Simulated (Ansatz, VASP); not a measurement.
# YBiS3 in two plane-wave programs

One calculation is typed for both programs; each brings its own data sets. How far apart do they land? The cell is generated by rule, not measured, and may not be a known phase. The cell is taken from a series of runs on this material, whose earlier steps may have relaxed, scaled, displaced or heated it; both programs get it as it stands.

Method: plane waves, with VASP 6.6.1 beside it; relaxation of cell and atoms at PBEsol, in Ansatz 0.2.0.

The structure was built from a prototype and need not be the compound's stable phase.

### 1. The structure

It takes space group Imma (No. 74, orthorhombic). Conventional cell: a = 7.423 Å, b = 10.234 Å, c = 6.748 Å, α = 90.00°, β = 90.00°, γ = 90.00°. Nearest to Bi lie 5 S at 2.68 to 2.84 Å. Nearest to Y lie 6 S at 2.65 to 2.78 Å. S has 1 Bi at 2.68 Å and 2 Y at 2.78 Å nearest. Nearest to S lie 2 Y at 2.65 Å and 2 Bi at 2.84 Å. Farther neighbours and most contacts between anions are not listed.

### 2. VASP: relaxation of cell and atoms, PBEsol

The relaxed volume is the usual yardstick between codes: in a stiff, nearly cubic crystal its relative difference is about their pressure difference at one cell divided by the bulk modulus.

Lines of VASP's logs that name or quote its potential files are left out, and so is its time.

INCAR reads:

```
SYSTEM = YBiS3
PREC = Accurate
ENCUT = 500
EDIFF = 1E-07
NELM = 120
ISMEAR = 1
SIGMA = 0.2
LREAL = .FALSE.
ALGO = Normal
GGA = PS
NBANDS = 54
LASPH = .TRUE.
LORBIT = 11
LWAVE = .FALSE.
LCHARG = .FALSE.
ISIF = 3
IBRION = 2
NSW = 80
EDIFFG = -0.005
GGA_COMPAT = .FALSE.
NELMIN = 4
KPAR = 2
```

POSCAR reads:

```
YBiS3
1.0
   -3.7115900000      5.1168270000      3.3738010000
    3.7115900000     -5.1168270000      3.3738010000
    3.7115900000      5.1168270000     -3.3738010000
Bi Y S
2 2 6
Direct
    0.8079695319      0.0579694831      0.7500000489
    0.1920306163      0.9420306651      0.2499999511
    0.5000000000      0.5000000000      0.0000000000
    0.0000000000      0.5000000000      0.5000000000
    0.5885690694      0.3385690205      0.2500000489
    0.4114310283      0.6614309795      0.7500000489
    0.8330654191      0.0000000741      0.3330653450
    0.1669346786      0.9999999259      0.6669347527
    0.1669348268      0.5000000741      0.1669347527
    0.8330654191      0.5000000741      0.8330653450
```

KPOINTS reads:

```
Automatic mesh
0
Gamma
8 8 8
0 0 0
```

PAW data sets: Bi_d, Y_sv and S (PBE family, release 64).

Run with:

```console
> mpirun -np 2 vasp_std
```

Numbers of over 12 decimals in the logs are rounded to 6 here.

Output:

```text
[banner, memory and clock lines left out]
running    2 mpi-ranks, on    1 nodes
 distrk:  each k-point on    1 cores,    2 groups
 distr:  one band on    1 cores,    1 groups

 POSCAR found type information on POSCAR BiY S
 POSCAR found :  3 types and      10 ions
|                                                                             |
|               ----> ADVICE to this user running VASP <----                  |
|                                                                             |
|     You enforced a specific xc type in the INCAR file but a different       |
|     [... a line on the potential file left out ...]
|     I HOPE YOU KNOW WHAT YOU ARE DOING!                                     |
|                                                                             |

 LDA part: xc-table for (Slater+PW92), standard interpolation
 POSCAR, INCAR and KPOINTS ok, starting setup
 FFT: planning ... GRIDC
 FFT: planning ... GRID_SOFT
 FFT: planning ... GRID
 WAVECAR not read
 entering main loop
       N       E                     dE             d eps       ncg     rms          rms(c)
DAV:   1     0.797171182556E+03    0.79717E+03   -0.40699E+04 10556   0.157E+03
DAV:   2     0.494297755870E+02   -0.74774E+03   -0.72334E+03 11102   0.406E+02
DAV:   3    -0.567276225017E+02   -0.10616E+03   -0.10316E+03 14344   0.152E+02
DAV:   4    -0.640637684572E+02   -0.73361E+01   -0.72976E+01 15738   0.392E+01
DAV:   5    -0.644118895616E+02   -0.34812E+00   -0.34770E+00 16352   0.662E+00    0.468E+01
DAV:   6    -0.597084386787E+02    0.47035E+01   -0.11346E+01 14838   0.134E+01    0.338E+01
DAV:   7    -0.596845472910E+02    0.23891E-01   -0.44692E+00 14936   0.664E+00    0.107E+01
DAV:   8    -0.595830152001E+02    0.10153E+00   -0.13818E+00 12714   0.479E+00    0.180E+00
DAV:   9    -0.595727526891E+02    0.10263E-01   -0.11483E-01 13384   0.144E+00    0.584E-01
DAV:  10    -0.595742224169E+02   -0.14697E-02   -0.16986E-02 14420   0.428E-01    0.504E-01
DAV:  11    -0.595737324047E+02    0.49001E-03   -0.43574E-03 14488   0.307E-01    0.998E-02
DAV:  12    -0.595737507678E+02   -0.18363E-04   -0.42672E-04 12938   0.839E-02    0.407E-02
DAV:  13    -0.595737610411E+02   -0.10273E-04   -0.41353E-05 15856   0.251E-02    0.152E-02
DAV:  14    -0.595737644582E+02   -0.34171E-05   -0.15071E-05 12322   0.133E-02    0.521E-03
DAV:  15    -0.595737641123E+02    0.34592E-06   -0.28920E-06 11360   0.702E-03    0.432E-03
DAV:  16    -0.595737641827E+02   -0.70414E-07   -0.38421E-07 11372   0.252E-03
   1 F= -.59573764E+02 E0= -.59578482E+02  d E =-.595738E+02
 curvature:   0.00 expect dE= 0.000E+00 dE for cont linesearch  0.000E+00
 trial: gam= 0.00000 g(F)=  0.233E-05 g(S)=  0.837E-04 ort = 0.000E+00 (trialstep = 0.100E+01)
 search vector abs. value=  0.860E-04
 bond charge predicted
       N       E                     dE             d eps       ncg     rms          rms(c)
DAV:   1    -0.595743981548E+02   -0.63404E-03   -0.18234E-02 13026   0.920E-01    0.197E-01
DAV:   2    -0.595739219067E+02    0.47625E-03   -0.14819E-03 14022   0.241E-01    0.773E-02
DAV:   3    -0.595737721467E+02    0.14976E-03   -0.38953E-04 13648   0.130E-01    0.439E-02
DAV:   4    -0.595737759256E+02   -0.37789E-05   -0.97826E-05 16864   0.331E-02    0.461E-02
DAV:   5    -0.595737826643E+02   -0.67387E-05   -0.71042E-06 13804   0.981E-03    0.163E-02
DAV:   6    -0.595737865334E+02   -0.38691E-05   -0.42891E-06 17624   0.577E-03    0.675E-03
DAV:   7    -0.595737872918E+02   -0.75840E-06   -0.99564E-07 15296   0.363E-03    0.439E-03
DAV:   8    -0.595737871846E+02    0.10718E-06   -0.10455E-07  6934   0.181E-03    0.969E-04
DAV:   9    -0.595737872916E+02   -0.10692E-06   -0.37857E-08  6684   0.104E-03    0.597E-04
DAV:  10    -0.595737873224E+02   -0.30886E-07   -0.20272E-08  6678   0.736E-04
   2 F= -.59573787E+02 E0= -.59578511E+02  d E =-.231397E-04
 trial-energy change:   -0.000023  1 .order   -0.000023   -0.000086    0.000039
 step:   0.6862(harm=  0.6862)  dis= 0.00011  next Energy=   -59.573794 (dE=-0.295E-04)
 bond charge predicted
       N       E                     dE             d eps       ncg     rms          rms(c)
DAV:   1    -0.595738549893E+02   -0.67698E-04   -0.17970E-03 12866   0.289E-01    0.619E-02
DAV:   2    -0.595738104902E+02    0.44499E-04   -0.14696E-04 13898   0.757E-02    0.243E-02
DAV:   3    -0.595737958151E+02    0.14675E-04   -0.38249E-05 13500   0.408E-02    0.138E-02
DAV:   4    -0.595737952646E+02    0.55046E-06   -0.97131E-06 16864   0.104E-02    0.145E-02
DAV:   5    -0.595737948676E+02    0.39701E-06   -0.69423E-07 11804   0.308E-03    0.516E-03
DAV:   6    -0.595737939798E+02    0.88785E-06   -0.40556E-07 12062   0.196E-03    0.220E-03
DAV:   7    -0.595737937120E+02    0.26780E-06   -0.97311E-08  6590   0.151E-03    0.157E-03
DAV:   8    -0.595737937380E+02   -0.26091E-07   -0.56181E-08  6228   0.126E-03
   3 F= -.59573794E+02 E0= -.59578515E+02  d E =-.295553E-04
 curvature:  -0.34 expect dE=-0.312E-05 dE for cont linesearch -0.428E-09
 trial: gam= 0.10964 g(F)=  0.417E-05 g(S)=  0.493E-05 ort =-0.328E-06 (trialstep = 0.937E+00)
 search vector abs. value=  0.101E-04
 reached required accuracy - stopping structural energy minimisation
```

From OUTCAR (step 2):

```text
ion  position               nearest neighbor table
   1  0.808  0.058  0.750-   6 2.68   8 2.84  10 2.84   9 2.84   7 2.84   3 3.93   4 3.93
   2  0.192  0.942  0.250-   5 2.68  10 2.84   7 2.84   9 2.84   8 2.84   3 3.93   4 3.93
   3  0.500  0.500  0.000-   9 2.65   8 2.65   7 2.65  10 2.65   6 2.78   5 2.78   1 3.93   2 3.93

  LATTYP: Found a body centered orthorhombic cell.
 ALAT       =     6.7476020000
 B/A-ratio  =     1.1001211986
 C/A-ratio  =     1.5166356878

 Subroutine GETGRP returns: Found  8 space group operations
 (whereof  4 operations were pure point group operations)

The static configuration has the point symmetry C_2h.
 The point group associated with its full space group is D_2h.

 Found     95 irreducible k-points:

   k-points           NKPTS =     95   k-points in BZ     NKDIM =     95   number of bands    NBANDS=     54

   dimension x,y,z NGX =    54 NGY =   54 NGZ =   54
   dimension x,y,z NGXF=   108 NGYF=  108 NGZF=  108

   ENCUT  =  500.0 eV  36.75 Ry    6.06 a.u.  13.06 13.06 13.06*2*pi/ulx,y,z

   NELECT =      88.0000    total number of electrons

 k-points in reciprocal lattice and weights: Automatic mesh
   0.00000000  0.00000000  0.00000000       0.002
   0.12500000  0.00000000  0.00000000       0.008
   0.25000000  0.00000000  0.00000000       0.008
   0.37500000  0.00000000  0.00000000       0.008
   0.50000000  0.00000000  0.00000000       0.004
   0.00000000  0.12500000  0.00000000       0.008
   0.12500000  0.12500000  0.00000000       0.016
   0.25000000  0.12500000  0.00000000       0.016
   0.37500000  0.12500000  0.00000000       0.016
[...]
-0.37500000 -0.37500000  0.37500000       0.004
   0.50000000  0.50000000  0.50000000       0.002

 average (electrostatic) potential at core
       1-106.9987       2-106.9987       3 -35.7122       4 -35.7122       5 -86.1702
       6 -86.1702       7 -86.7913       8 -86.7913       9 -86.7913      10 -86.7913

 E-fermi :   3.9475

 k-point     1 :       0.0000    0.0000    0.0000
  band No.  band energies     occupation
    ...
     39       2.8541      2.00000
     40       2.9126      2.00000
     41       3.1400      2.00000
     42       3.4017      2.00078
     43       3.5240      2.01073
     44       4.0271      0.38207
     45       5.6893     -0.00000
     46       5.7576     -0.00000
     47       6.4899     -0.00000
     48       6.6001     -0.00000
    ...

 k-point     2 :       0.1250    0.0000    0.0000
  band No.  band energies     occupation
    ...
     40       3.0615      2.00000
     41       3.1639      2.00000
     42       3.3002      2.00005
     43       3.5791      2.02574
     44       3.9610      0.88663
     45       5.5955     -0.00000
     46       5.7847     -0.00000
     47       6.5644     -0.00000
     48       6.7075     -0.00000
     49       6.7273     -0.00000
    ...

 k-point     3 :       0.2500    0.0000    0.0000
  band No.  band energies     occupation
    ...
     40       2.8570      2.00000
     41       2.9002      2.00000
     42       3.1491      2.00000
     43       3.6785      2.06713
     44       3.8185      1.87871
     45       5.3074     -0.00000
     46       5.8226     -0.00000
     47       6.4642     -0.00000
     48       6.5599     -0.00000
     49       6.7174     -0.00000
    ...

  Total        0.0316380     -0.0031860     -0.0034376      0.0000000      0.0000000      0.0000000
  in kB        0.1979208     -0.0199308     -0.0215052      0.0000000      0.0000000      0.0000000
  external PRESSURE =       0.0521616 kB  Pullay stress =       0.0000000 kB

  energy-cutoff  :      500.00
  volume of cell :      256.11
      direct lattice vectors                 reciprocal lattice vectors
    -3.711088534  5.115499668  3.372710463     0.000000000  0.097742163  0.148248717
     3.711088534 -5.115499668  3.372710463     0.134731359  0.000000000  0.148248717
     3.711088534  5.115499668 -3.372710463     0.134731359  0.097742163  0.000000000

 POSITION                                       TOTAL-FORCE (eV/Angst)
 -----------------------------------------------------------------------------------
      0.00000      7.67325      0.39107         0.000000     -0.000000      0.000795
      3.71109     -2.55775      2.98164        -0.000000     -0.000000     -0.000795
      0.00000      0.00000      3.37271        -0.000000      0.000000     -0.000000
      3.71109      0.00000      0.00000         0.000000      0.000000     -0.000000
      0.00000      2.55775      2.28390        -0.000000     -0.000000      0.004812
      3.71109      2.55775      1.08881         0.000000      0.000000     -0.004812
     -1.85554      5.96526      1.68636        -0.000000     -0.003113     -0.000000
      5.56663     -0.84976      1.68635         0.000000      0.003113      0.000000
      1.85554     -0.84976      1.68636         0.000000      0.003113      0.000000
      1.85554      5.96526      1.68636        -0.000000     -0.003113      0.000000
 -----------------------------------------------------------------------------------
    total drift:                               -0.000043     -0.006357      0.002146

  FREE ENERGIE OF THE ION-ELECTRON SYSTEM (eV)
  ---------------------------------------------------
  free  energy   TOTEN  =       -59.5737937380 eV

  energy  without entropy=      -59.5879585303  energy(sigma->0) =      -59.57851534

 reached required accuracy - stopping structural energy minimisation

 total charge
# of ion       s       p       d       f       tot
--------------------------------------------------
    1        1.631   0.967   9.961   0.000  12.558
    2        1.631   0.967   9.961   0.000  12.558
    3        2.192   6.433   0.947   0.078   9.651
    4        2.192   6.433   0.947   0.078   9.651
    5        1.331   2.367   0.000   0.000   3.698
    6        1.331   2.367   0.000   0.000   3.698
    7        1.335   2.399   0.000   0.000   3.734
    8        1.335   2.399   0.000   0.000   3.734
    9        1.335   2.399   0.000   0.000   3.734
   10        1.335   2.399   0.000   0.000   3.734
--------------------------------------------------
tot         15.648  29.130  21.816   0.156  66.750

[... 3 further parts left out ...]
```

CONTCAR:

```
YBiS3
   1.00000000000000
    -3.7110885342532915    5.1154996679924354    3.3727104630205367
     3.7110885342532915   -5.1154996679924354    3.3727104630205367
     3.7110885342532915    5.1154996679924354   -3.3727104630205367
  Bi              Y               S
     2     2     6
Direct
     0.8079758576370336    0.0579758088370367    0.7500000488999987
     0.1920242905629680    0.9420243393629649    0.2499999511000013
     0.5000000000000000    0.5000000000000000    0.0000000000000000
     0.0000000000000000    0.5000000000000000    0.5000000000000000
     0.5885854055936196    0.3385853566936209    0.2500000488999987
     0.4114146921063832    0.6614146433063791    0.7500000488999987
     0.8330577049197750    0.0000000741000008    0.3330576308197741
     0.1669423927802278    0.9999999258999992    0.6669424668802285
     0.1669425409802294    0.5000000741000008    0.1669424668802286
     0.8330577049197750    0.5000000741000008    0.8330576308197742
```

The gap is read on the k-mesh alone, so it is an upper bound where the band edges lie off the mesh. The gap is under twice the smearing width, so the edge states are partly filled and the run can't tell a small gap from a semimetal. The PAW data sets were made with PBE, which is usual practice but a small mismatch for other functionals. Methfessel-Paxton smearing is not meant for a cell with a gap. The run keeps the 8 symmetry operations of its start, so it cannot find a distortion of lower symmetry.

(Part 1 of 2 ends here.)

[Lines on the potential files, build, host, timing and source positions are cut from VASP's logs without a mark.]

[Logs are printed without paths, hosts, clocks, repeated set-up lines and the standing remarks that a program may print on its own settings, such as how far it seeks lower states.]

[Hosts, paths, dates, database ids (printed as entryN), source tags and the programs' standing remarks are cut or masked in the printed files.]
